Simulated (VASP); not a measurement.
# Ga2SiS (P4/mmm) in VASP: a series of runs

Runs on Ga2SiS. Level: PBE. Tasks: single point.

All numbers are computed with VASP 6.6.1; they aren't measurements. Logs are shortened: lines on timing, memory, paths and dates and some standing lists are left out, and cuts for length are marked.

## (1) The cell of the first run

It takes space group P4/mmm (No. 123, tetragonal). Conventional cell: a = 3.975 Å, b = 3.975 Å, c = 3.889 Å, α = 90.00°, β = 90.00°, γ = 90.00°. Ga (site symmetry mmm) has 4 Si at 2.78 Å and 4 S at 2.78 Å and 4 Ga at 2.81 Å as nearest neighbours. Around Si (site symmetry 4/mmm) lie 8 Ga at 2.78 Å and 4 S at 2.81 Å. S (site symmetry 4/mmm) has 8 Ga at 2.78 Å and 4 Si at 2.81 Å as nearest neighbours.

The cell was built by a generator and needn't be a form met in nature.

## (2) Single point, PBE (species swapped into the TiAgHg2 type (P4/mmm, No. 123))

INCAR reads:

```
ALGO     = Fast           # electronic algorithm
EDIFF    = 1E-6           # SCF threshold, eV
ENCUT    = 520            # plane-wave cutoff, eV
GGA      = PE             # functional
ISIF     = 2              # what is computed and relaxed
ISMEAR   = 0              # smearing method
LASPH    = True           # aspherical terms in the spheres
LCHARG   = True           # write CHGCAR
LELF     = True           # ELF
LREAL    = False          # projectors in reciprocal space
LVHAR    = True         
LWAVE    = False          # write WAVECAR
NBANDS   = 26             # bands
NELM     = 100            # most SCF steps
PREC     = Accurate       # precision mode
SIGMA    = 0.1            # smearing width, eV
```

KPOINTS reads:

```
k-points
0
Gamma
  4 4 4
```

POSCAR reads:

```
Ga2SiS
1.0
    3.9750213400      0.0000000000      0.0000000000
    0.0000000000      3.9750213400      0.0000000000
    0.0000000000      0.0000000000      3.8888159100
Ga Si S
2 1 1
Direct
    0.0000000000      0.5000000000      0.5000000000
    0.5000000000      0.0000000000      0.5000000000
    0.5000000000      0.5000000000      0.0000000000
    0.0000000000      0.0000000000      0.0000000000
```

Potentials or basis: VASP PAW PBE potentials, release 64 (Ga_d, Si, S).

The run is started by

```console
cat potpaw_PBE.64/Ga_d/POTCAR potpaw_PBE.64/Si/POTCAR potpaw_PBE.64/S/POTCAR > POTCAR
mpirun -np 1 vasp_std > vasp.out
```

OUTCAR:

```text
EDIFF = 1E-6
   ENCUT = 520
   GGA = PE
   ISIF = 2
   ISMEAR = 0
   LASPH = True
   LREAL = False
   NELM = 100
   PREC = Accurate

 ion  position               nearest neighbor table
   1  0.000  0.500  0.500-   3 2.78   4 2.78   3 2.78   4 2.78   4 2.78   4 2.78   3 2.78   3 2.78
                             2 2.81   2 2.81   2 2.81   2 2.81
   2  0.500  0.000  0.500-   3 2.78   4 2.78   3 2.78   4 2.78   3 2.78   3 2.78   4 2.78   4 2.78
                             1 2.81   1 2.81   1 2.81   1 2.81
   3  0.500  0.500  0.000-   1 2.78   2 2.78   1 2.78   2 2.78   2 2.78   2 2.78   1 2.78   1 2.78
                             4 2.81   4 2.81   4 2.81   4 2.81
   4  0.000  0.000  0.000-   1 2.78   2 2.78   1 2.78   2 2.78   1 2.78   1 2.78   2 2.78   2 2.78
                             3 2.81   3 2.81   3 2.81   3 2.81

  LATTYP: Found a simple tetragonal cell.
 ALAT       =     3.9750213400
 C/A-ratio  =     0.9783132158

  Lattice vectors:

 A1 = (   3.9750213400,   0.0000000000,   0.0000000000)
 A2 = (   0.0000000000,   3.9750213400,   0.0000000000)
 A3 = (   0.0000000000,   0.0000000000,   3.8888159100)

Analysis of symmetry for initial positions (statically):
=====================================================================
 Subroutine PRICEL returns:
 Original cell was already a primitive cell.

 Routine SETGRP: Setting up the symmetry group for a
 simple tetragonal supercell.

 Subroutine GETGRP returns: Found 16 space group operations
 (whereof 16 operations were pure point group operations)
 out of a pool of 16 trial point group operations.

The static configuration has the point symmetry D_4h.

Analysis of symmetry for dynamics (positions and initial velocities):
=====================================================================
 Subroutine PRICEL returns:
 Original cell was already a primitive cell.

 Routine SETGRP: Setting up the symmetry group for a
 simple tetragonal supercell.

 Subroutine GETGRP returns: Found 16 space group operations
 (whereof 16 operations were pure point group operations)
 out of a pool of 16 trial point group operations.

The dynamic configuration has the point symmetry D_4h.

 Subroutine INISYM returns: Found 16 space group operations
 (whereof 16 operations are pure point group operations),
 and found     1 'primitive' translations

----------------------------------------------------------------------------------------

                                     Primitive cell

  volume of cell :      61.4464

  direct lattice vectors                    reciprocal lattice vectors
     3.975021340  0.000000000  0.000000000     0.251570976  0.000000000  0.000000000
     0.000000000  3.975021340  0.000000000     0.000000000  0.251570976  0.000000000
     0.000000000  0.000000000  3.888815910     0.000000000  0.000000000  0.257147683

  length of vectors
     3.975021340  3.975021340  3.888815910     0.251570976  0.251570976  0.257147683

  position of ions in fractional coordinates (direct lattice)
     0.000000000  0.500000000  0.500000000
     0.500000000  0.000000000  0.500000000
     0.500000000  0.500000000  0.000000000
     0.000000000  0.000000000  0.000000000

  ion indices of the primitive-cell ions
   primitive index   ion index
                 1           1
                 2           2
                 3           3
                 4           4

----------------------------------------------------------------------------------------

 KPOINTS: k-points

Automatic generation of k-mesh.
 Grid dimensions read from file:
 generate k-points for:    4    4    4

 Generating k-lattice:

  Cartesian coordinates                     Fractional coordinates (reciprocal lattice)
     0.062892744  0.000000000  0.000000000     0.250000000  0.000000000  0.000000000
     0.000000000  0.062892744  0.000000000     0.000000000  0.250000000  0.000000000
     0.000000000  0.000000000  0.064286921     0.000000000  0.000000000  0.250000000

  Length of vectors
     0.062892744  0.062892744  0.064286921

  Shift w.r.t. Gamma in fractional coordinates (k-lattice)
     0.000000000  0.000000000  0.000000000

 Subroutine IBZKPT returns following result:
 ===========================================

 Found     18 irreducible k-points:

 Following reciprocal coordinates:
            Coordinates               Weight
  0.000000  0.000000  0.000000      1.000000
  0.250000  0.000000  0.000000      4.000000
  0.500000  0.000000  0.000000      2.000000
  0.250000  0.250000  0.000000      4.000000
  0.500000  0.250000  0.000000      4.000000
  0.500000  0.500000  0.000000      1.000000
[... 10 lines left out ...]
  0.500000  0.250000  0.500000      4.000000
  0.500000  0.500000  0.500000      1.000000
   k-points           NKPTS =     18   k-points in BZ     NKDIM =     18   number of bands    NBANDS=     26
   number of dos      NEDOS =    301   number of ions     NIONS =      4
   total plane-waves  NPLWV =  27000
   dimension x,y,z NGX =    30 NGY =   30 NGZ =   30
   dimension x,y,z NGXF=    60 NGYF=   60 NGZF=   60
   ions per type =               2   1   1
   NGX,Y,Z   is equivalent  to a cutoff of  12.55, 12.55, 12.82 a.u.
   NGXF,Y,Z  is equivalent  to a cutoff of  25.09, 25.09, 25.65 a.u.
 SYSTEM =  unknown system
   PREC   = accura    normal or accurate (medium, high low for compatibility)
   ISTART =      0    job   : 0-new  1-cont  2-samecut
   ICHARG =      2    charge: 1-file 2-atom 10-const
   ISPIN  =      1    spin polarized calculation?
   LNONCOLLINEAR =      F non collinear calculations
   LSORBIT =      F    spin-orbit coupling
   LASPH  =      T    aspherical Exc in radial PAW
   ENCUT  =  520.0 eV  38.22 Ry    6.18 a.u.   7.39  7.39  7.23*2*pi/ulx,y,z
   NELM   =    100;   NELMIN=  2; NELMDL= -5     # of ELM steps
   EDIFF  = 0.1E-05   stopping-criterion for ELM
   LREAL  =      F    real-space projection
   EDIFFG = 0.1E-04   stopping-criterion for IOM
   NSW    =      0    number of steps for IOM
   IBRION =     -1    ionic relax: 0-MD 1-quasi-New 2-CG
   NFREE  =      0    steps in history (QN), initial steepest desc. (CG)
   ISIF   =      2    stress and relaxation
   ISYM   =      2    0-nonsym 1-usesym 2-fastsym
   POTIM  = 0.5000    time-step for ionic-motion
   TEBEG  =    0.0;   TEEND  =   0.0 temperature during run
   PSTRESS=    0.0 pullay stress
   NELECT =      36.0000    total number of electrons
   NUPDOWN=      -1.0000    fix difference up-down
   EMIN   =  10.00;   EMAX   =-10.00  energy-range for DOS
   EFERMI =   0.00;   METHOD = LEGACY
   ISMEAR =     0;   SIGMA  =   0.10  broadening in eV -4-tet -1-fermi 0-gaus
   EFERMI_NEDOS =   21; number of points for ismear=-14 and -15
   IALGO  =     68    algorithm
   IMIX   =      4    mixing-type and parameters
     AMIX     =   0.40;   BMIX     =  1.00
     AMIX_MAG =   1.60;   BMIX_MAG =  1.00
  volume/ion in A,a.u.               =      15.36       103.67
  Fermi-wavevector in a.u.,A,eV,Ry     =   1.369862  2.588664 25.531639  1.876523
  Thomas-Fermi vector in A             =   2.495700
   LORBIT       =      0    0 simple, 1 ext, 2 COOP (PROOUT), +10 PAW based schemes
   GGA     = PE    functional components
   LHFCALC =     F    Hartree Fock is set to
   AEXX    =    0.0000 exact exchange contribution
   IVDW    =     0    specifies the selected vdW correction
   LEPSILON=     F    determine dielectric tensor
   LRPA    =     F    only Hartree local field effects (RPA)
 non-spin polarized calculation
 RMM-DIIS sequential band-by-band and
 Gauss-broadening in eV      SIGMA  =   0.10
  energy-cutoff  :      520.00
  volume of cell :       61.45
 maximum number of plane-waves:      1695
 NGX is ok and might be reduce to    30
   NGX = 15   NGY = 15   NGZ = 15

 number of electron      35.9999998 magnetization

 Free energy of the ion-electron system (eV)
  ---------------------------------------------------
  ext. energy  EPLUGINS =         0.00000000
  ---------------------------------------------------
  free energy    TOTEN  =       -13.58637702 eV

  energy without entropy =      -13.56782626  energy(sigma->0) =      -13.57710164

 E-fermi :   8.2868     XC(G=0): -11.5779

 val. band max:        8.2816342450   @ k =   0.2500   0.2500   0.5000
 cond. band min:       8.3813624564   @ k =   0.2500   0.0000   0.2500
 fundamental gap:      0.0997282114
 Fermi energy:         8.2868392186

 k-point     1 :       0.0000    0.0000    0.0000
  band No.  band energies     occupation
      1      -7.2158      2.00000
      2      -6.8115      2.00000
      3      -6.7611      2.00000
      4      -6.6326      2.00000
      5      -6.6326      2.00000
      6      -6.5720      2.00000
[... 18 lines left out ...]
     25      14.4321      0.00000
     26      15.0638      0.00000

 k-point     2 :       0.2500    0.0000    0.0000
  band No.  band energies     occupation
      1      -6.9574      2.00000
      2      -6.7450      2.00000
      3      -6.7118      2.00000
      4      -6.6242      2.00000
      5      -6.6123      2.00000
      6      -6.5346      2.00000
[... 18 lines left out ...]
     25      16.1733      0.00000
     26      17.1211      0.00000

 k-point     3 :       0.5000    0.0000    0.0000
  band No.  band energies     occupation
      1      -6.7197      2.00000
      2      -6.6200      2.00000
      3      -6.6081      2.00000
      4      -6.6053      2.00000
      5      -6.5786      2.00000
      6      -6.5714      2.00000
[... 18 lines left out ...]
     25      15.0231      0.00000
     26      15.5784      0.00000

 k-point     4 :       0.2500    0.2500    0.0000
  band No.  band energies     occupation
      1      -6.7799      2.00000
      2      -6.7440      2.00000
      3      -6.6641      2.00000
      4      -6.6462      2.00000
      5      -6.5781      2.00000
      6      -6.5749      2.00000
[... 18 lines left out ...]
     25      14.3633      0.00000
     26      15.9274      0.00000

 k-point     5 :       0.5000    0.2500    0.0000
  band No.  band energies     occupation
      1      -6.6769      2.00000
      2      -6.6746      2.00000
      3      -6.6733      2.00000
      4      -6.6213      2.00000
      5      -6.6009      2.00000
      6      -6.5527      2.00000
[... 18 lines left out ...]
     25      15.5431      0.00000
     26      15.9560      0.00000

 k-point     6 :       0.5000    0.5000    0.0000
  band No.  band energies     occupation
      1      -6.7142      2.00000
      2      -6.7142      2.00000
      3      -6.7105      2.00000
      4      -6.6545      2.00000
      5      -6.5341      2.00000
      6      -6.5341      2.00000
[... 253 lines left out ...]
 k-point    15 :       0.5000    0.0000    0.5000
  band No.  band energies     occupation
      1      -6.8820      2.00000
      2      -6.6080      2.00000
      3      -6.6068      2.00000
      4      -6.6046      2.00000
      5      -6.5696      2.00000
      6      -6.5670      2.00000
[... 18 lines left out ...]
     25      16.5728      0.00000
     26      17.9725      0.00000

 k-point    16 :       0.2500    0.2500    0.5000
  band No.  band energies     occupation
      1      -6.9164      2.00000
      2      -6.7391      2.00000
      3      -6.6540      2.00000
      4      -6.6504      2.00000
      5      -6.5823      2.00000
      6      -6.5494      2.00000
[... 18 lines left out ...]
     25      16.2301      0.00000
     26      17.0540      0.00000

 k-point    17 :       0.5000    0.2500    0.5000
  band No.  band energies     occupation
      1      -6.9879      2.00000
      2      -6.6867      2.00000
      3      -6.6667      2.00000
      4      -6.6620      2.00000
      5      -6.5461      2.00000
      6      -6.5423      2.00000
[... 18 lines left out ...]
     25      17.1952      0.00000
     26      18.3703      0.00000

 k-point    18 :       0.5000    0.5000    0.5000
  band No.  band energies     occupation
      1      -7.0581      2.00000
      2      -6.7298      2.00000
      3      -6.7071      2.00000
      4      -6.7071      2.00000
      5      -6.5279      2.00000
      6      -6.5279      2.00000
[... 18 lines left out ...]
     25      18.7821      0.00000
     26      19.4089      0.00000

------------------------ aborting loop because EDIFF is reached ----------------------------------------

  FORCE on cell =-STRESS in cart. coord.  units (eV):
  Direction    XX          YY          ZZ          XY          YZ          ZX
  --------------------------------------------------------------------------------------
  -------------------------------------------------------------------------------------
  Total        5.6458099      5.6458099      5.6463888      0.0000000      0.0000000      0.0000000
  in kB      147.2110876    147.2110876    147.2261823      0.0000000      0.0000000      0.0000000
  external PRESSURE =     147.2161192 kB  Pullay stress =       0.0000000 kB

 VOLUME and BASIS-vectors are now :
 -----------------------------------------------------------------------------
  energy-cutoff  :      520.00
  volume of cell :       61.45
      direct lattice vectors                 reciprocal lattice vectors
     3.975021340  0.000000000  0.000000000     0.251570976  0.000000000  0.000000000
     0.000000000  3.975021340  0.000000000     0.000000000  0.251570976  0.000000000
     0.000000000  0.000000000  3.888815910     0.000000000  0.000000000  0.257147683

 POSITION                                       TOTAL-FORCE (eV/Angst)
 -----------------------------------------------------------------------------------
      0.00000      1.98751      1.94441         0.000000      0.000000      0.000000
      1.98751      0.00000      1.94441         0.000000      0.000000      0.000000
      1.98751      1.98751      0.00000         0.000000      0.000000      0.000000
      0.00000      0.00000      0.00000         0.000000      0.000000      0.000000
 -----------------------------------------------------------------------------------
    total drift:                                0.000000      0.000000     -0.000000

  FREE ENERGIE OF THE ION-ELECTRON SYSTEM (eV)
  ---------------------------------------------------
  free  energy   TOTEN  =       -13.5863770155 eV

  energy  without entropy=      -13.5678262640  energy(sigma->0) =      -13.57710164
```

It took 39 s on 1 thread of AMD EPYC 7R43 (Zen 3), shared host; peak memory 0.14 GiB.

What came out:

```yaml
Free_energy: -13.5864 eV
Pressure: 14.7 GPa
Band_gap_on_the_k_mesh: none (metal or under the smearing width)
```

Caveat: the k mesh is coarse (spacing up to 0.40 Å⁻¹), so the values aren't converged.

## (3) Single point, PBE (species swapped into the TiAgHg2 type (P4/mmm, No. 123))

INCAR reads:

```
SYSTEM = Ga2SiS
  ALGO = Fast
  EDIFF = 1E-6
  ENCUT = 520
  GGA = PE
  ISIF = 2
  ISMEAR = 0
  LASPH = .TRUE.
  LCHARG = .FALSE.
  LREAL = .FALSE.
  LWAVE = .FALSE.
  NBANDS = 26
  NELM = 100
  PREC = Accurate
  SIGMA = 0.1
```

KPOINTS reads:

```
k-points
0
G
  12 12 10
  0 0 0
```

POSCAR reads:

```
Ga2SiS
1.0
    3.7461185927      0.0000000000      0.0000000000
    0.0000000000      3.7461185927      0.0000000000
    0.0000000000      0.0000000000      5.3049337101
Ga Si S
2 1 1
Direct
    0.0000000000      0.5000000000      0.5000000000
    0.5000000000      0.0000000000      0.5000000000
    0.5000000000      0.5000000000      0.0000000000
    0.0000000000      0.0000000000      0.0000000000
```

Potentials or basis: VASP PAW PBE potentials, release 64 (Ga_d, Si, S).

The run is started by

```console
cat potpaw_PBE.64/Ga_d/POTCAR potpaw_PBE.64/Si/POTCAR potpaw_PBE.64/S/POTCAR > POTCAR
mpirun -np 1 vasp_std > vasp.out
```

It took 3.2 min on 1 thread of Intel Xeon Platinum 8488C (Sapphire Rapids), shared host; peak memory 0.39 GiB.

It converged, with:

- Free energy: -14.4575 eV
- Pressure: 0.0 GPa
- Band gap on the k mesh: none (metal or under the smearing width)

Levels at points of the mesh, in eV from the Fermi level:
```
           k point  band 16  band 17  band 18  band 19  band 20  band 21
(0.00, 0.00, 0.00)    -3.95     0.09     0.80     1.05     1.05     4.91
(0.50, 0.00, 0.00)    -2.79    -2.36    -0.06     0.37     0.48     3.84
(0.50, 0.50, 0.00)    -3.09    -2.83    -2.76    -2.06    -0.22     0.67
(0.00, 0.00, 0.50)    -2.11     0.22     0.22     0.50     0.84     1.40
(0.50, 0.00, 0.50)    -1.28    -0.34     0.02     0.76     1.73     3.01
(0.50, 0.50, 0.50)    -4.71    -4.71    -4.17     0.28     3.33     3.86
```
